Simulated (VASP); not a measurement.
# LuCuTeSe with vdW-DF-cx: from relaxation to properties, part 3 of 4

What structure does LuCuTeSe take at this level, and what are its properties? The cell is invented: it takes the structure of a Materials Project entry for LuCuSe2 (space group 156 there), with some of its atoms replaced by other elements, volume scaled by an estimate. It may not be a known or stable phase.

VASP 6.6.1; vdW-DF-cx, 4f electrons in the core; plane waves and PAW (Lu_3, Te, Se, Cu); invented cell.

Still holding for the runs below: The data set Lu_3 holds the 4f electrons frozen in the core, so no f bands or f moments appear.

So far, gap on the k-mesh (eV): step 2 (rough relaxation of the start cell) 0.869; step 3 (full relaxation (vdW-DF-cx)) 0.840. The relaxed cell has a = 4.181, c = 6.465 Å (conventional setting).

**4. Density, ELF and potential (vdW-DF-cx)**

The relaxed cell gets a fresh self-consistent run, on a basis set for its own volume, to fix the density and to check the remaining stress.

INCAR

```
SYSTEM = LuCuTeSe
PREC = Accurate
ENCUT = 400
EDIFF = 1E-06
NELM = 100
ISMEAR = 0
SIGMA = 0.05
LREAL = .FALSE.
ALGO = Normal
GGA = CX
AGGAC = 0
LUSE_VDW = .TRUE.
LASPH = .TRUE.
NBANDS = 22
LORBIT = 11
LWAVE = .FALSE.
LCHARG = .TRUE.
ISIF = 2
LELF = .TRUE.
LVHAR = .TRUE.
```

POSCAR

```
LuCuTeSe
1.0
    4.1811051155     -0.0000000052      0.0000000000
   -2.0905530669      3.6209430260      0.0000000000
    0.0000000000      0.0000000000      6.4645697604
Lu Te Se Cu
1 1 1 1
Direct
    0.0000000000      0.0000000000      0.7802760684
    0.3333333300      0.6666666700      0.0721007154
    0.6666666700      0.3333333300      0.5702553107
    0.6666666700      0.3333333300      0.1965679056
```

KPOINTS

```
Automatic mesh
0
Gamma
7 7 4
0 0 0
```

Potentials, in the order of the species: Lu_3, Te, Se and Cu (PBE family, release 64).

On the command line:

```sh
$ mpirun -np 2 vasp_std
```

What it wrote:

```text
[banner, memory and clock lines left out]
running    2 mpi-ranks, on    1 nodes
 distrk:  each k-point on    2 cores,    1 groups
 distr:  one band on    1 cores,    2 groups

 POSCAR found type information on POSCAR LuTeSeCu
 POSCAR found :  4 types and       4 ions
 [... a notice as in an earlier step ...]

 [... a notice as in an earlier step ...]

 LDA part: xc-table for (Slater+PW92), standard interpolation
 POSCAR, INCAR and KPOINTS ok, starting setup
 FFT: planning ... GRIDC
 FFT: planning ... GRID_SOFT
 FFT: planning ... GRID
 WAVECAR not read
 entering main loop
       N       E                     dE             d eps       ncg     rms          rms(c)
DAV:   1     0.179199225028E+03    0.17920E+03   -0.11697E+04  1848   0.132E+03
DAV:   2     0.791845738391E+00   -0.17841E+03   -0.16715E+03  1938   0.445E+02
DAV:   3    -0.112291958910E+02   -0.12021E+02   -0.11729E+02  2070   0.866E+01
DAV:   4    -0.116219869614E+02   -0.39279E+00   -0.39099E+00  1870   0.141E+01
DAV:   5    -0.116410163759E+02   -0.19029E-01   -0.18933E-01  1764   0.334E+00    0.226E+01
DAV:   6    -0.117851944621E+02   -0.14418E+00   -0.20719E+01  2032   0.106E+02    0.144E+01
DAV:   7    -0.104028519970E+02    0.13823E+01   -0.88315E+00  1570   0.871E+01    0.943E+00
DAV:   8    -0.106973518518E+02   -0.29450E+00   -0.22366E+00  2360   0.133E+01    0.354E+00
DAV:   9    -0.105145664051E+02    0.18279E+00   -0.10151E+00  2024   0.289E+01    0.875E-01
DAV:  10    -0.105185237425E+02   -0.39573E-02   -0.13514E-01  2124   0.115E+01    0.553E-01
DAV:  11    -0.105166385413E+02    0.18852E-02   -0.35819E-02  2206   0.411E+00    0.249E-01
DAV:  12    -0.105169631803E+02   -0.32464E-03   -0.38495E-03  2394   0.108E+00    0.152E-01
DAV:  13    -0.105168018325E+02    0.16135E-03   -0.42681E-04  2210   0.479E-01    0.700E-02
DAV:  14    -0.105167258212E+02    0.76011E-04   -0.44161E-04  2346   0.575E-01    0.285E-02
DAV:  15    -0.105167322210E+02   -0.63999E-05   -0.70672E-05  1824   0.642E-02    0.229E-02
DAV:  16    -0.105167319372E+02    0.28385E-06   -0.35193E-06  1476   0.328E-02
   1 F= -.10516732E+02 E0= -.10516732E+02  d E =-.121151E-10
```

It took 73 s on 2 MPI ranks of AMD EPYC 7R43, shared host; peak memory 0.55 GiB.

OUTCAR, selected parts (step 4):

```text
  LATTYP: Found a hexagonal cell.
 ALAT       =     4.1811051155
 C/A-ratio  =     1.5461390187

The static configuration has the point symmetry C_3v.

 Found     28 irreducible k-points:

   ENCUT  =  400.0 eV  29.40 Ry    5.42 a.u.   6.82  6.82 10.54*2*pi/ulx,y,z

   NELECT =      32.0000    total number of electrons

 E-fermi :   5.0210

 k-point     1 :       0.0000    0.0000    0.0000
  band No.  band energies     occupation
    ...
     12       2.3687      2.00000
     13       2.3687      2.00000
     14       4.6550      2.00000
     15       4.8150      2.00000
     16       4.8150      2.00000
     17       6.4336      0.00000
     18       6.6805      0.00000
     19       6.6805      0.00000
     20       6.9979      0.00000
     21       7.5842      0.00000
    ...

 k-point     2 :       0.1429    0.0000    0.0000
  band No.  band energies     occupation
    ...
     12       2.2453      2.00000
     13       2.3944      2.00000
     14       3.6537      2.00000
     15       4.3531      2.00000
     16       4.5098      2.00000
     17       6.3244      0.00000
     18       6.7839      0.00000
     19       7.1226      0.00000
     20       7.8625      0.00000
     21       8.0356      0.00000
    ...

Total vdW correction in eV:      6.1232566

  Total        0.0730112      0.0730112      0.0808514     -0.0000000     -0.0000000     -0.0000000
  in kB        1.1952193      1.1952191      1.3235664     -0.0000002     -0.0000000     -0.0000000
  external PRESSURE =       1.2380016 kB  Pullay stress =       0.0000000 kB

  energy-cutoff  :      400.00
  volume of cell :       97.87
      direct lattice vectors                 reciprocal lattice vectors
     4.181105116 -0.000000005  0.000000000     0.239171217  0.138085609  0.000000000
    -2.090553067  3.620943026  0.000000000     0.000000000  0.276171150  0.000000000
     0.000000000  0.000000000  6.464569760     0.000000000  0.000000000  0.154689335

 POSITION                                       TOTAL-FORCE (eV/Angst)
 -----------------------------------------------------------------------------------
      0.00000      0.00000      5.04415         0.000000      0.000000     -0.004759
     -0.00000      2.41396      0.46610         0.000000      0.000000     -0.005174
      2.09055      1.20698      3.68646         0.000000     -0.000000      0.007272
      2.09055      1.20698      1.27073        -0.000000     -0.000000      0.002662
 -----------------------------------------------------------------------------------
    total drift:                               -0.000028      0.000013      0.000504

  FREE ENERGIE OF THE ION-ELECTRON SYSTEM (eV)
  ---------------------------------------------------
  free  energy   TOTEN  =       -10.5167319372 eV

  energy  without entropy=      -10.5167319372  energy(sigma->0) =      -10.51673194

Total vdW correction in eV:      6.1230448

 total charge
# of ion       s       p       d       tot
------------------------------------------
    1        0.346   6.518   0.931   7.795
    2        1.330   2.129   0.054   3.513
    3        1.436   2.462   0.026   3.924
    4        0.381   0.343   9.273   9.997
--------------------------------------------------
tot          3.494  11.452  10.283  25.229

[... 3 parts as in an earlier step ...]

[... 7 further parts left out ...]
```

This step gave:

| Property | Result |
| --- | --- |
| SCF cycles | 16 |
| pressure | 0.1238 GPa |
| gap on the k-mesh | 0.8402 eV |
| least direct gap on the k-mesh | 1.619 eV |

Valence electrons inside each PAW sphere by angular momentum. Sphere charges, by row:

| atom | s (e) | p (e) | d (e) | tot (e) |
| --- | --- | --- | --- | --- |
| Lu1 | 0.346 | 6.518 | 0.931 | 7.795 |
| Te2 | 1.33 | 2.129 | 0.054 | 3.513 |
| Se3 | 1.436 | 2.462 | 0.026 | 3.924 |
| Cu4 | 0.381 | 0.343 | 9.273 | 9.997 |

Valence density in the ac plane at fractional y = 0.333, with atoms of Se and Cu within 0.2 Å of it. It is the smooth field of the valence electrons, not physical close to the nuclei.

Ten steps, logarithmic in the rise over the least value, from '_' (0 e/Å³) to '@' (16 e/Å³), each cell a mean:
```
::::::::::::..............::
::::::::::::................
::::::::::..................
::::::::::..................
::::::::::::::::::::::::::::
::::....::::::----------::::
::......::::----======----::
::......::::--==------==----
::......::::--==--__::==----
::......::::--==--::--==--::
..........::----========--::
............::----==----::::
............::::------::::..
............::::------::::..
............::--++**++==::::
::......::::::==##%%%%**--::
::::::::::::--++@@@@@@##--::
::::::::::::--++%%@@%%**--::
::::::::::::::--++****==::::
::::::::::::::::------::::::
::::::::::::::::::::::::::::
```
Columns run along a (4.2 Å), rows up along c (6.5 Å). Atoms in or near the plane, at fractional coordinates: Se at (0.67, 0.57), Cu at (0.67, 0.20).

ELF in the ac plane at fractional y = 0.333, with atoms of Se and Cu within 0.2 Å of it. It is the smooth field of the valence electrons, not physical close to the nuclei.

Values, 21 rows by 14 columns, each cell a mean:
```
0.56 0.64 0.68 0.66 0.59 0.46 0.28 0.19 0.15 0.15 0.15 0.17 0.25 0.39
0.36 0.41 0.43 0.42 0.37 0.30 0.19 0.12 0.09 0.09 0.09 0.11 0.17 0.25
0.14 0.17 0.20 0.19 0.15 0.13 0.11 0.10 0.10 0.11 0.11 0.10 0.10 0.12
0.08 0.10 0.12 0.11 0.08 0.08 0.15 0.22 0.29 0.31 0.29 0.25 0.17 0.10
0.08 0.07 0.09 0.08 0.08 0.13 0.35 0.51 0.59 0.60 0.59 0.55 0.39 0.20
0.16 0.07 0.05 0.06 0.12 0.33 0.65 0.75 0.77 0.77 0.77 0.77 0.69 0.47
0.32 0.10 0.04 0.06 0.25 0.57 0.81 0.84 0.81 0.78 0.80 0.83 0.82 0.70
0.55 0.21 0.06 0.11 0.46 0.75 0.86 0.85 0.73 0.60 0.69 0.82 0.87 0.82
0.63 0.28 0.08 0.15 0.55 0.78 0.86 0.84 0.63 0.42 0.56 0.78 0.86 0.83
0.59 0.26 0.07 0.14 0.51 0.74 0.84 0.84 0.70 0.56 0.65 0.80 0.85 0.80
0.45 0.18 0.05 0.09 0.38 0.63 0.79 0.84 0.82 0.80 0.82 0.84 0.81 0.72
0.25 0.09 0.03 0.05 0.20 0.43 0.66 0.77 0.84 0.86 0.85 0.81 0.69 0.53
0.11 0.05 0.02 0.03 0.09 0.20 0.37 0.48 0.54 0.56 0.55 0.51 0.40 0.27
0.09 0.06 0.05 0.06 0.08 0.14 0.19 0.20 0.21 0.22 0.22 0.21 0.20 0.16
0.17 0.18 0.19 0.18 0.16 0.17 0.17 0.18 0.13 0.09 0.12 0.17 0.17 0.17
0.26 0.34 0.40 0.37 0.28 0.21 0.18 0.15 0.04 0.01 0.03 0.10 0.19 0.19
0.39 0.52 0.60 0.57 0.43 0.26 0.19 0.12 0.01 0.00 0.00 0.06 0.19 0.21
0.51 0.64 0.70 0.68 0.55 0.34 0.19 0.14 0.03 0.01 0.02 0.09 0.19 0.25
0.60 0.71 0.74 0.73 0.63 0.45 0.21 0.18 0.13 0.09 0.11 0.17 0.20 0.34
0.65 0.74 0.77 0.76 0.68 0.52 0.28 0.19 0.19 0.19 0.19 0.19 0.25 0.42
0.65 0.74 0.77 0.76 0.68 0.53 0.32 0.23 0.19 0.19 0.19 0.20 0.29 0.45
```
Columns run along a (4.2 Å), rows up along c (6.5 Å). Atoms in or near the plane, at fractional coordinates: Se at (0.67, 0.57), Cu at (0.67, 0.20).

Electrostatic potential energy in the ac plane at fractional y = 0.333, with atoms of Se and Cu within 0.2 Å of it. With pseudopotentials it is smooth inside the atoms' cores, unlike the true potential.

Ten even steps from '_' (-49 eV) to '@' (4 eV), each cell a mean:
```
@@%%%%%%@@@@@@@@@@@@@@@@@@@@
@@%%%%%%@@@@@@@@@@@@@@@@@@@@
%%%%%%%%%%@@@@@@@@@@@@@@@@@@
%%%%%%%%%%@@@@@@@@@@@@@@@@@@
%%%%##%%%%%%@@@@@@@@@@@@@@@@
%%%%%%%%%%@@@@%%######%%@@@@
@@%%%%%%@@@@%%##--..::++%%@@
@@@@@@@@@@@@##::__..____**%%
@@@@@@@@@@@@**....++::__++%%
@@@@@@@@@@@@##..__--..__**%%
@@@@@@@@@@@@%%++..____--##@@
@@@@@@@@@@@@@@%%**++++##@@@@
@@@@@@@@@@@@@@@@%%%%%%@@@@@@
@@@@@@@@@@@@@@@@%%####%%@@@@
@@@@@@@@@@@@@@##==----++%%@@
@@@@@@@@@@@@%%==..__..--##@@
@@@@@@@@@@@@##--______::**%%
@@@@%%%%@@@@##==..__..--##%%
@@%%%%%%%%@@%%**==----++%%@@
%%%%%%%%%%@@@@@@######%%@@@@
@@%%%%%%%%@@@@@@@@@@@@@@@@@@
```
Columns run along a (4.2 Å; values clipped at the 3rd and 97th percentile), rows up along c (6.5 Å). Atoms in or near the plane, at fractional coordinates: Se at (0.67, 0.57), Cu at (0.67, 0.20).

In this run the pressure is 0.12 GPa, small enough to go on.

**5. Bands along the symmetry lines (vdW-DF-cx)**

The mesh alone shows little of the dispersion and can miss band extrema, so KPOINTS_OPT adds a path through the symmetry points after the self-consistent cycle.

INCAR, as its differences from that of step 4:

```diff
@@ -13,8 +13,6 @@
 LASPH = .TRUE.
-NBANDS = 22
+NBANDS = 30
 LORBIT = 11
 LWAVE = .FALSE.
-LCHARG = .TRUE.
-ISIF = 2
-LELF = .TRUE.
-LVHAR = .TRUE.
+LCHARG = .FALSE.
+KPAR = 2
```

POSCAR is that of step 4.

KPOINTS is that of step 4.

KPOINTS_OPT

```
Line mode
16
Line-mode
Reciprocal
  0.00000000   0.00000000   0.00000000 GAMMA
  0.50000000   0.00000000   0.00000000 M

  0.50000000   0.00000000   0.00000000 M
  0.33333333   0.33333333   0.00000000 K

  0.33333333   0.33333333   0.00000000 K
  0.00000000   0.00000000   0.00000000 GAMMA

  0.00000000   0.00000000   0.00000000 GAMMA
  0.00000000   0.00000000   0.50000000 A

  0.00000000   0.00000000   0.50000000 A
  0.50000000   0.00000000   0.50000000 L

  0.50000000   0.00000000   0.50000000 L
  0.33333333   0.33333333   0.50000000 H

  0.33333333   0.33333333   0.50000000 H
  0.00000000   0.00000000   0.50000000 A

  0.50000000   0.00000000   0.50000000 L
  0.50000000   0.00000000   0.00000000 M

  0.33333333   0.33333333   0.00000000 K
  0.33333333   0.33333333   0.50000000 H
```

On the command line:

```sh
$ mpirun -np 2 vasp_std
```

What it wrote:

```text
[... set-up lines as in an earlier step ...]
 entering main loop
       N       E                     dE             d eps       ncg     rms          rms(c)
DAV:   1     0.181620359019E+03    0.18162E+03   -0.10886E+04  2526   0.966E+02
DAV:   2     0.532947248800E+00   -0.18109E+03   -0.16374E+03  2670   0.353E+02
DAV:   3    -0.113474291424E+02   -0.11880E+02   -0.11562E+02  2792   0.828E+01
DAV:   4    -0.116330904000E+02   -0.28566E+00   -0.28512E+00  2656   0.960E+00
DAV:   5    -0.116418675406E+02   -0.87771E-02   -0.87743E-02  2222   0.182E+00    0.226E+01
DAV:   6    -0.118259055002E+02   -0.18404E+00   -0.12147E+01  2612   0.775E+01    0.142E+01
DAV:   7    -0.104987990701E+02    0.13271E+01   -0.66600E+00  2464   0.646E+01    0.975E+00
DAV:   8    -0.106059224449E+02   -0.10712E+00   -0.79280E-01  2964   0.518E+00    0.236E+00
DAV:   9    -0.105241997298E+02    0.81723E-01   -0.42035E-01  2648   0.180E+01    0.793E-01
DAV:  10    -0.105162446256E+02    0.79551E-02   -0.72822E-02  2940   0.781E+00    0.233E-01
DAV:  11    -0.105167557236E+02   -0.51110E-03   -0.97763E-03  3100   0.148E+00    0.183E-01
DAV:  12    -0.105167088674E+02    0.46856E-04   -0.10577E-03  3184   0.632E-01    0.105E-01
DAV:  13    -0.105167301194E+02   -0.21252E-04   -0.10837E-04  2568   0.120E-01    0.391E-02
DAV:  14    -0.105167320293E+02   -0.19099E-05   -0.23656E-05  2928   0.122E-01    0.149E-02
DAV:  15    -0.105167318186E+02    0.21071E-06   -0.24486E-06  1848   0.467E-02
   1 F= -.10516732E+02 E0= -.10516732E+02  d E =-.256590E-12
 Start KPOINTS_OPT (optional k-point list driver)
k-point batch [1-28\144]
       N       E                     dE             ncg
DAV:   1     0.186670808147E+04   -0.14555E+05     2526
DAV:   2    -0.321713003940E+04   -0.50838E+04     2664
DAV:   3    -0.355606507687E+04   -0.33894E+03     2776
DAV:   4    -0.356432748165E+04   -0.82624E+01     2624
DAV:   5    -0.356457272686E+04   -0.24525E+00     2230
DAV:   6    -0.356460660894E+04   -0.33882E-01     2824
DAV:   7    -0.356460708813E+04   -0.47919E-03     2216
DAV:   8    -0.356460710249E+04   -0.14360E-04     2266
DAV:   9    -0.356460710287E+04   -0.38421E-06     1272
[...]
k-point batch [141-144\144]
       N       E                     dE             ncg
DAV:   1     0.214926057320E+05   -0.33574E+04      366
DAV:   2     0.207528533401E+05   -0.73975E+03      384
DAV:   3     0.207074856648E+05   -0.45368E+02      388
DAV:   4     0.207063853931E+05   -0.11003E+01      388
DAV:   5     0.207063450526E+05   -0.40340E-01      326
DAV:   6     0.207063426004E+05   -0.24522E-02      392
DAV:   7     0.207063424811E+05   -0.11930E-03      342
DAV:   8     0.207063424801E+05   -0.10010E-05      272
DAV:   9     0.207063424800E+05   -0.37631E-07      198
```

Elapsed: 3 min, on 2 MPI ranks; peak memory 0.79 GiB; 6 min of CPU time.

From OUTCAR (step 5):

```text
   k-points           NKPTS =     28   k-points in BZ     NKDIM =     28   number of bands    NBANDS=     30

   NELECT =      32.0000    total number of electrons

 E-fermi :   5.0436

 k-point     1 :       0.0000    0.0000    0.0000
  band No.  band energies     occupation
    ...
     12       2.3694      2.00000
     13       2.3694      2.00000
     14       4.6550      2.00000
     15       4.8153      2.00000
     16       4.8153      2.00000
     17       6.4334      0.00000
     18       6.6801      0.00000
     19       6.6801      0.00000
     20       6.9977      0.00000
     21       7.5843      0.00000
    ...

Total vdW correction in eV:      6.1232484

  Total        0.0007412      0.0007412      0.0120876     -0.0000000      0.0000000      0.0000000
  in kB        0.0121331      0.0121331      0.1978790     -0.0000000      0.0000000      0.0000000
  external PRESSURE =       0.0740484 kB  Pullay stress =       0.0000000 kB

 POSITION                                       TOTAL-FORCE (eV/Angst)
 -----------------------------------------------------------------------------------
      0.00000      0.00000      5.04415        -0.000000     -0.000000     -0.004518
     -0.00000      2.41396      0.46610         0.000000     -0.000000     -0.005661
      2.09055      1.20698      3.68646        -0.000000      0.000000      0.008077
      2.09055      1.20698      1.27073         0.000000      0.000000      0.002103
 -----------------------------------------------------------------------------------
    total drift:                               -0.000028      0.000013      0.001033

  FREE ENERGIE OF THE ION-ELECTRON SYSTEM (eV)
  ---------------------------------------------------
  free  energy   TOTEN  =       -10.5167318186 eV

  energy  without entropy=      -10.5167318186  energy(sigma->0) =      -10.51673182

Total vdW correction in eV:      6.1231210

[... 7 parts as in an earlier step ...]

[... 9 further parts left out ...]
```

Spin-orbit coupling is off here; with elements this heavy it splits and shifts levels by tenths of an eV or more.

Numbers from this step:

```
SCF cycles                        : 15
bands                             : 30
Fermi energy                      : 5.044 eV
pressure                          : 0.007405 GPa
least gap on mesh and path        : 0.8005 eV
least direct gap on mesh and path : 1.618 eV
conduction bottom at k            : 0.5, 0, 0
```

The electronic bands at the labelled points (eV, zero at the valence-band top; v1 is the highest filled band, c1 the lowest empty one):

| point | v4 | v3 | v2 | v1 | c1 | c2 | c3 | c4 |
| --- | --- | --- | --- | --- | --- | --- | --- | --- |
| Γ | -2.45 | -0.16 | 0.00 | 0.00 | 1.62 | 1.86 | 1.86 | 2.18 |
| 0.47 of the way | -2.39 | -1.79 | -0.90 | -0.75 | 1.24 | 2.14 | 2.61 | 3.66 |
| M | -2.44 | -2.42 | -1.98 | -1.56 | 0.80 | 2.93 | 3.40 | 3.44 |
| 0.53 of the way | -2.49 | -2.30 | -2.10 | -1.48 | 1.81 | 2.48 | 2.90 | 3.44 |
| K | -2.44 | -2.30 | -1.91 | -1.71 | 2.00 | 2.61 | 3.05 | 3.39 |
| 0.47 of the way | -2.49 | -2.06 | -1.59 | -0.87 | 1.58 | 2.47 | 2.78 | 3.31 |
| Γ | -2.45 | -0.16 | 0.00 | 0.00 | 1.62 | 1.86 | 1.86 | 2.18 |
| 0.47 of the way | -2.35 | -0.96 | -0.20 | -0.20 | 1.59 | 1.80 | 1.80 | 2.92 |
| A | -2.22 | -1.64 | -0.45 | -0.45 | 1.56 | 1.74 | 1.74 | 3.27 |
| 0.53 of the way | -2.37 | -1.76 | -1.35 | -1.08 | 1.15 | 2.35 | 2.87 | 3.17 |
| L | -2.51 | -2.30 | -1.26 | -1.03 | 0.86 | 2.29 | 2.83 | 3.24 |
| 0.47 of the way | -2.47 | -2.19 | -1.69 | -1.23 | 1.30 | 2.54 | 3.00 | 3.16 |
| H | -2.44 | -2.18 | -1.70 | -1.63 | 1.76 | 2.35 | 2.64 | 3.98 |
| 0.47 of the way | -2.30 | -1.78 | -1.55 | -1.34 | 1.66 | 2.03 | 2.79 | 3.15 |
| A | -2.22 | -1.64 | -0.45 | -0.45 | 1.56 | 1.74 | 1.74 | 3.27 |
| jump to L | -2.51 | -2.30 | -1.26 | -1.03 | 0.86 | 2.29 | 2.83 | 3.24 |
| 0.53 of the way | -2.50 | -2.39 | -1.60 | -1.41 | 0.85 | 2.54 | 3.29 | 3.42 |
| M | -2.44 | -2.42 | -1.98 | -1.56 | 0.80 | 2.93 | 3.40 | 3.44 |
| jump to K | -2.44 | -2.30 | -1.91 | -1.71 | 2.00 | 2.61 | 3.05 | 3.39 |
| 0.47 of the way | -2.37 | -2.12 | -1.93 | -1.81 | 2.18 | 2.41 | 2.62 | 3.76 |
| H | -2.44 | -2.18 | -1.70 | -1.63 | 1.76 | 2.35 | 2.64 | 3.98 |

Of the projections kept (Lu, Te, Se, Cu), the largest for each band there; the rest of the weight can lie on other orbitals:

| point | v4 | v3 | v2 | v1 | c1 | c2 | c3 | c4 |
| --- | --- | --- | --- | --- | --- | --- | --- | --- |
| Γ | Cu 0.62 | Cu 0.36 | Cu 0.44 | Cu 0.44 | Lu 0.56 | Lu 0.89 | Lu 0.89 | Lu 0.48 |
| M | Cu 0.88 | Cu 0.64 | Cu 0.71 | Cu 0.65 | Lu 0.59 | Lu 0.82 | Lu 0.59 | Lu 0.98 |
| K | Cu 0.87 | Cu 0.89 | Cu 0.74 | Cu 0.66 | Lu 0.82 | Lu 0.80 | Lu 0.67 | Lu 0.77 |
| Γ | Cu 0.62 | Cu 0.36 | Cu 0.44 | Cu 0.44 | Lu 0.56 | Lu 0.89 | Lu 0.89 | Lu 0.48 |
| A | Cu 0.52 | Cu 0.79 | Cu 0.49 | Cu 0.49 | Lu 0.58 | Lu 0.87 | Lu 0.87 | Lu 0.52 |
| L | Cu 0.94 | Cu 0.74 | Cu 0.57 | Cu 0.51 | Lu 0.76 | Lu 0.41 | Lu 0.48 | Lu 0.87 |

The path lowers the gap by 0.04 eV against the mesh alone, so a band edge lies off the mesh.

(Part 3 of 4 ends here.)

[Lines on the potential files, build, host, timing and source positions are cut from VASP's logs without a mark.]

[Logs are printed without paths, hosts, clocks, repeated set-up lines and the standing remarks that a program may print on its own settings, such as how far it seeks lower states.]

[Hosts, paths, dates, database ids (printed as entryN), source tags and the programs' standing remarks are cut or masked in the printed files.]

[A measured line is paired with the nearest computed mode of its activity, which favours agreement.]
